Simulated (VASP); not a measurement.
Here is the system:

```
CELL_PARAMETERS angstrom
      3.39116     0.00000     0.00000
     -1.69558     2.93683     0.00000
      0.00000     0.00000     5.34328
ATOMIC_POSITIONS crystal
  Mn 0.66667 0.33333 0.00592
  Mn 0.33333 0.66667 0.50592
  O  0.66667 0.33333 0.61928
  O  0.33333 0.66667 0.11928
```
Starting moments (μB, in the order of the record's atoms Mn Mn O O): 4.4 4.4 0.2 0.2.

These are PBEsol GGA, VASP's PBE PAW potentials (set 64) (plane waves; VASP) values and carry that method's errors. Numerical set-up: 520 eV cut-off, 12×12×7 Γ-centred mesh, tetrahedra with Blöchl corrections, potentials Mn_pv O.

The cores are frozen, which limits the accuracy of field gradients. The moments were started parallel, and other spin orders were not tried in this run.

Problem. Give the principal components of the electric field gradient (V/Å²) and the asymmetry η at each nucleus.

Solution. 
```tsv
atom	Vxx	Vyy	Vzz	η
Mn1	-4.3	-4.3	8.6	0.00
Mn2	-4.3	-4.3	8.6	0.00
O3	1.0	1.0	-2.0	0.00
O4	1.0	1.0	-2.0	0.00
```

The structure was generated: MnO was put into the wurtzite type (P6_3mc), which need not be its known phase. It was relaxed first, which changed the volume by +6 %.
